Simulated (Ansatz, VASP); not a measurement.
**SiTe2 in two plane-wave programs**

One calculation is typed for both programs; each brings its own data sets. How far apart do they land? The cell is taken from a series of runs on this material, whose earlier steps may have relaxed, scaled, displaced or heated it; both programs get it as it stands.

Calculated with Ansatz 0.2.0; plane waves, with VASP 6.6.1 beside it; PBEsol.

### Step 1. The starting structure

The cell holds 3 atoms: 1 Si and 2 Te. Its edges and angles: a = 3.702 Å, b = 3.730 Å, c = 30.424 Å, α = 90.0°, β = 90.0°, γ = 119.8°. Vacuum lies along c.

### Step 2. Ansatz: zone-centre phonons, PBEsol

Ansatz runs on its PAW soft_1 files.

Second derivatives magnify differences that forces hide, and they need a tight electronic threshold.

Input file input.yaml:

```yaml
crystal:
  lattice:
    - [3.7022098315, 0.0, 0.0]
    - [-1.8511049158, 3.2385937012, 0.0]
    - [0.0, 0.0, 30.424]
  atoms:
    - { symbol: Si, position: [0.0, 0.0, 0.328687878] }
    - { symbol: Te, position: [0.3324914635, 0.6649829271, 0.3819575675] }
    - { symbol: Te, position: [0.6675085365, 0.3350170729, 0.2754181885] }
  periodic: [true, true, false]
kpoints:
  mp_grid: { grid: [15, 15, 1] }
hamiltonian:
  xc: pbesol
  pseudopotentials: { kind: paw, azcp: { folder: soft_1 }, xc_functional: pbe }
scf:
  occupations: { method: methfessel_paxton, width: 0.2 }
output:
  eigenvalues: true
phonons:
  method: dfpt
```

Command:

```
$ ansatz run input.yaml --threads 8 --pin off --max-ram 16384MiB --backend cpu --events-out ev --progress --plain --runs-dir out
```

Numbers of over 12 decimals in the logs are rounded to 6 here.

Log:

```text
Warning: crystal.symmetry: narrowed to the stabiliser of the run's FFT grids — unitary ops 4 → 2. A phonons.method: dfpt run fills in the rows of the dynamical matrix that it does not solve by its symmetry operations, which is exact only for operations that map its FFT grids onto themselves: filled in by any other, the frequencies could depend on the order in which like atoms are typed, or, by more than the grids' own error, on where the crystal sits among the grids' points. Excluded: 2 operations. The run can therefore solve more perturbations, solve them on more k-points, or both, and cost more. [rest of the remark cut]
Engine: ansatz 0.2.0, aarch64-unknown-linux-gnu
Pseudopotentials: kind: paw
Pseudopotential: Si, paw, valence charge 4, recommended cutoff 420 eV (normal), soft_1/Si.paw.azcp
Pseudopotential: Te, paw, valence charge 16, recommended cutoff 420 eV (normal), soft_1/Te.paw.azcp
Functional definition: PBEsol
  exchange = pbesol_x
  correlation = pbesol_c
Crystal: 3 atoms, lattice volume = 364.782 Å³
Basis set: ecut = 420 eV, 7165 PW (Γ), exchange–correlation on 50×50×432 points (8 copies of the dense FFT grid, shifted against one another)
Bands: 22, of which v1, the nominal top of the filled ones, is band 18 counted from 1 (17 counted from 0)
Symmetry: 4 space group operations
k-points: 64 of 225 (irreducible under 2 space group operations, time reversal used)
Non-local potential: Si, projectors of the file, l = 0: 2, l = 1: 2, l = 2: 1
Non-local potential: Te, projectors of the file, l = 0: 2, l = 1: 2, l = 2: 2, l = 3: 1
PAW form: soft (Blöchl's): semilocal exchange-correlation on the pseudo side does not see the compensation charge
PAW frozen core: Si, regenerated for the run's functional, and the local potential with it (the file was generated under x = pbe(κ = 0.804, μ = 0.219515), c = pbe(β = 0.066725))
PAW frozen core: Te, regenerated for the run's functional, and the local potential with it (the file was generated under x = pbe(κ = 0.804, μ = 0.219515), c = pbe(β = 0.066725))
PAW one-centre angular grid: Si, 110 points (default); XC on 64 Gauss nodes
PAW one-centre angular grid: Te, 590 points (default); XC on 64 Gauss nodes
Initial density: superposition of atomic densities (neutral atoms: chi_scale 0, normalization atom)
Initial wavefunctions: pseudopotential atomic-orbital guess
Functional: x = pbesol(κ = 0.804, μ = 0.123457), c = pbesol(β = 0.046)
iter 1 solved again at ethr=1.70e-3 eV; its pass at ethr=3.10e-3 eV (dr2=6.12e-1 eV) is discarded
SCF iter   1: F=—  HF=-14424.691949 eV  |F-HF|=—  |Δ(HF+E_count)|=         —  Δρ=9.90e-3  dr2=6.27e-1  ethr=1.70e-3  ⟨swp⟩=1.6  Hψ=14225  notcnv=0
preconditioner: auto → LDOS  [metal: Δε(μ)=0.044 eV  Ē_g=8.629 eV  σ=0.200 eV  W_gap=0.18  n_scr=16 (ndim 8)  ℏωp=7.8 eV  f_vac=0.746  D(μ)=1.43/eV (n_scr^D=8)  β→1.0]
SCF iter   2: F=—  HF=-14424.607597 eV  |F-HF|=—  |Δ(HF+E_count)|=   8.44e-2  S|Δr|=    0.00e0  Δρ=4.08e-3  dr2=2.23e-1  ethr=1.70e-3  ⟨swp⟩=5.2  Hψ=4109  notcnv=0
SCF iter   3: F=—  HF=-14424.570028 eV  |F-HF|=—  |Δ(HF+E_count)|=   3.76e-2  S|Δr|=    0.00e0  Δρ=1.74e-3  dr2=2.43e-2  ethr=6.20e-4  ⟨swp⟩=3.7  Hψ=4077  notcnv=0
SCF iter   4: F=—  HF=-14424.564693 eV  |F-HF|=—  |Δ(HF+E_count)|=   5.33e-3  S|Δr|=    0.00e0  Δρ=2.89e-4  dr2=7.35e-4  ethr=6.76e-5  ⟨swp⟩=3.7  Hψ=3041  notcnv=0
SCF iter   5: F=—  HF=-14424.564597 eV  |F-HF|=—  |Δ(HF+E_count)|=   9.62e-5  S|Δr|=    0.00e0  Δρ=6.48e-5  dr2=2.50e-5  ethr=2.04e-6  ⟨swp⟩=3.9  Hψ=3195  notcnv=0
SCF iter   6: F=—  HF=-14424.564593 eV  |F-HF|=—  |Δ(HF+E_count)|=   4.18e-6  S|Δr|=    0.00e0  Δρ=1.29e-5  dr2=4.10e-7  ethr=6.93e-8  ⟨swp⟩=3.1  Hψ=3094  notcnv=0
SCF iter   7: F=—  HF=-14424.564635 eV  |F-HF|=—  |Δ(HF+E_count)|=   4.23e-5  S|Δr|=    0.00e0  Δρ=2.77e-6  dr2=2.87e-8  ethr=1.14e-9  ⟨swp⟩=4.2  Hψ=3921  notcnv=0
SCF iter   8: F=—  HF=-14424.564635 eV  |F-HF|=—  |Δ(HF+E_count)|=   6.04e-8  S|Δr|=    0.00e0  Δρ=6.74e-7  dr2=1.76e-9  ethr=7.96e-11  ⟨swp⟩=2.7  Hψ=2888  notcnv=0
SCF iter   9: F=—  HF=-14424.564635 eV  |F-HF|=—  |Δ(HF+E_count)|=   7.08e-9  S|Δr|=    0.00e0  Δρ=2.12e-7  dr2=1.64e-10  ethr=4.89e-12  ⟨swp⟩=3.2  Hψ=3191  notcnv=0
SCF iter  10: F=-14424.564635 eV  HF=-14424.564635 eV  |F-HF|=3.06e-10  |Δ(HF+E_count)|=   1.48e-9  S|Δr|=    0.00e0  Δρ=3.96e-8  dr2=6.17e-12  ethr=1.00e-12  ⟨swp⟩=14.2  Hψ=13250  notcnv=0
SCF 1 converged in 10 iterations: F = -14424.564635 eV  dr2 = 6.17e-12
  greatest PAW one-centre occupation: 0.998 electrons in one spin orbital (limit 2), on the Te atom at site 2 (counted from 0), in its partial waves of l = 2
DFPT response loops at Γ: preconditioner auto → none (partly filled bands, converged f_vac=0.751); β = 0.50; Broyden in place of MSR1
SCF converged after 10 iterations
Stability not checked: this state was not tested for a lower state beside it, because cold or Methfessel-Paxton smearing, or corrected tetrahedra, fill the levels in a way that the test cannot read (fill_not_monotonic; see scf.lower_state_search)
Free energy (F): -14424.564635 eV
Harris-Foulkes:  -14424.564635 eV  (|F-HF|=3.06e-10)
Internal energy: -14424.564302 eV  (E = F + TS)
E sigma→0 (E₀):  -14424.564552 eV
Entropy (-TS):   -0.000334 eV (-0.111 meV/atom)
Fermi energy:    -4.805933 eV
Step filling:    the computed levels leave a gap of 0.0320 eV = 0.2 smearing widths at the electron count; against every level under it full and every level over it empty, smearing changes F+E_penalty+E_count by +0.046 meV and its σ→0 estimate by +0.129 meV
--- Per-component energies (eV) ---
  E_band       = -990.841473
  E_kinetic    = 387.673808
  E_local      = -59478.496593  (includes V_loc(G=0)·N_el)
  E_nonlocal   = 158.202005
  E_hartree    = 29494.034602
  E_xc         = -299.651079
  E_vxc        = -252.494299  (∫ρ·V_xc dr)
  E_paw        = -9684.470887  (= ΣΔE_a)
  E_vpaw       = -793.795692  (= ΣTr[D̂ρ^β])
  E_aug_tail   = 0.000211  (compensation charges beyond the density's cutoff)
  E_ewald      = 24997.362448
  E_core_change = 0.781183  (= ΣΔE_core)
  E_smearing   = -0.000334  (= −TS)
  E_closure    = -0.000000  (closes the sum)
  Σ components = -14424.564635   (vs F -14424.564635, Δ=0.00e0)
--- Band table (eV; the first three rows and the last of 64) ---
  k-point 0: bands = [... 14 lower, -5.3325, -5.2331, -4.7354, -4.6581, -3.2318, -1.5752, -1.4165, -1.3906]
  k-point 1: bands = [... 14 lower, -6.0450, -5.5127, -5.0326, -4.5166, -2.8234, -1.6499 (-1.6499°), -1.3194, -1.1450]
  k-point 2: bands = [... 14 lower, -6.7836, -5.9856, -5.8236, -4.4470, -2.7246, -1.6722 (-1.6722°), -1.0846, -0.5411]
  k-point 63: bands = [... 14 lower, -8.8280, -7.9395, -6.9644, -5.7549, -3.6632, -1.8202, -0.3631, 0.2484]
  ° read free of the cell's end (the report's vacuum.weakly_bound_levels)
--- Phonons (Γ-DFPT): 9 representative perturbations + reference, on 64 of 225 k-points (Σ response iterations 33) ---
  ASR residual: 3.435e-5 → 0.000e0 eV/Å²; symmetrization residual: 1.102e-5 eV/Å²
  The last average, over the group as it would stand without the narrowing to the FFT grids, took up to 2.292e-6 eV/Å² of the zone centre's force constants
  ASR residual per site (eV/Å²): 2.63e-5 3.32e-5 3.43e-5
  Γ frequencies (cm⁻¹): 0.00 0.00 0.00 82.96 83.57 148.10 206.51 209.50 304.07
  non-analytic LO–TO correction: not included (Born effective charges unavailable; polar crystals: no LO–TO splitting at Γ)
```

In the SCF lines HF is the Harris–Foulkes energy and dr2 the Hartree energy of the density residual, in eV; the loop may stop once dr2 is under the threshold and the program's other checks hold. Hψ counts applications of the Hamiltonian.

(Part 1 of 2 ends here.)

[Lines on the potential files, build, host, timing and source positions are cut from VASP's logs without a mark.]

[Logs are printed without paths, hosts, clocks, repeated set-up lines and the standing remarks that a program may print on its own settings, such as how far it seeks lower states.]

[Hosts, paths, dates, database ids (printed as entryN), source tags and the programs' standing remarks are cut or masked in the printed files.]
